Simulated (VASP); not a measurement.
A run of VASP 6.6.1 is set up as follows.

INCAR

```
SYSTEM = GaN
PREC = Accurate ; ENCUT = 520
EDIFF = 1E-8 ; ISMEAR = 0
SIGMA = 0.02 ; LREAL = .False.
LASPH = .True. ; NELM = 60
ALGO = Normal ; ISIF = 2
LWAVE = .False. ; LCHARG = .False.
GGA = PE ; LEPSILON = .True.
IBRION = 8 ; NSW = 1
KPAR = 4
```

The input KPOINTS:

```
regular mesh
0
Gamma
  12 12 6
  0 0 0
```

The input POSCAR:

```
GaN                                     
1.0
    3.1800000000      0.0000000000      0.0000000000
   -1.5900000000      2.7539607800      0.0000000000
    0.0000000000      0.0000000000      5.1660000000
  Ga              N             
     2     2
Direct
     0.3333333300000021    0.6666666699999979    0.9989448317250462
     0.6666666699999979    0.3333333300000021    0.4989448317250462
     0.3333333300000021    0.6666666699999979    0.3760551682749538
     0.6666666699999979    0.3333333300000021    0.8760551682749538
```

Potentials or basis: VASP PAW PBE potentials, release 64 (Ga_d, N).

Launch:

```console
$ cat potpaw_PBE.64/Ga_d/POTCAR potpaw_PBE.64/N/POTCAR > POTCAR
$ mpirun -np 4 vasp_std > vasp.out
```

(1) Estimate the electronic dielectric tensor (diagonal).

(2) Estimate the Born charges (mean of the diagonal).

(3) Estimate the highest phonon frequency at Γ, LO-TO splitting left out.

(4) Predict the band gap on the k mesh.

Answers

(1) 5.69, 5.69, 5.87.

(2) Ga +2.66; N -2.66 e.

(3) 689 cm⁻¹.

(4) 1.99 eV, direct.

**The experiment to reproduce.**

“Studying electronic properties in GaN without electrical contacts using γ-γ vs e−-γ Perturbed Angular Correlations”, 2019, pmc:6823545 quotes, for a bulk crystal of GaN: band gap 3.503 ± 0.005 eV (direct).

A measured gap of GaN is 3.503 eV (direct; quoted in “Studying electronic properties in GaN without electrical contacts using γ-γ vs e−-γ Perturbed Angular Correlations”, 2019, pmc:6823545); the calculated 1.99 eV misses it by -1.52 eV. Spin-orbit coupling on Ga is left out. The value is that of PBE, without temperature or zero-point motion. Semilocal functionals fall short of measured gaps as a rule.
